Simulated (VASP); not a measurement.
A run of VASP 6.6.1:

Contents of INCAR:

```
SYSTEM = Zr3MoC
PREC     = Accurate       ! precision mode
ENCUT    = 600            ! plane-wave cutoff, eV
EDIFF    = 1E-6           ! SCF threshold, eV
ISMEAR   = -1             ! smearing method
SIGMA    = 0.05           ! smearing width, eV
LREAL    = .FALSE.        ! projectors in reciprocal space
LASPH    = .TRUE.         ! aspherical terms in the spheres
NELM     = 100            ! most SCF steps
ALGO     = Normal         ! electronic algorithm
ISIF     = 3              ! what is computed and relaxed
LWAVE    = .FALSE.        ! write WAVECAR
LCHARG   = .FALSE.        ! write CHGCAR
GGA      = PE             ! functional
LUSE_VDW = .TRUE.       
IVDW_NL  = 2            
BPARAM   = 10.0         
CPARAM   = 0.0093       
IBRION   = 2              ! ionic algorithm
NSW      = 60             ! ionic steps
EDIFFG   = -0.02          ! ionic threshold
```

The input KPOINTS:

```
regular mesh
0
G
  5 5 5
  0 0 0
```

The input POSCAR:

```
Zr3MoC
1.0
    4.9425100000      0.0000000000      0.0000000000
    0.0000000000      4.9425100000      0.0000000000
    0.0000000000      0.0000000000      4.9425100000
Zr Mo C
3 1 1
Direct
    0.5000000000      0.0000000000      0.0000000000
    0.0000000000      0.5000000000      0.0000000000
    0.0000000000      0.0000000000      0.5000000000
    0.0000000000      0.0000000000      0.0000000000
    0.5000000000      0.5000000000      0.5000000000
```

Potentials or basis: VASP PAW PBE potentials, release 64 (Zr_sv, Mo_sv, C).

Run with:

```sh
$ cat potpaw_PBE.64/Zr_sv/POTCAR potpaw_PBE.64/Mo_sv/POTCAR potpaw_PBE.64/C/POTCAR > POTCAR
$ mpirun -np 1 vasp_std > vasp.out
```

Hardware: 1 thread of Intel(R) Xeon(R) Platinum 8559C (Emerald Rapids) (shared host).

Estimate the wall time of this run.

Run time: 77 s on 1 thread of Intel(R) Xeon(R) Platinum 8559C (Emerald Rapids), on a shared host, peak memory 0.49 GiB. Counts: scf iterations 15, k points 10, ion steps 1.
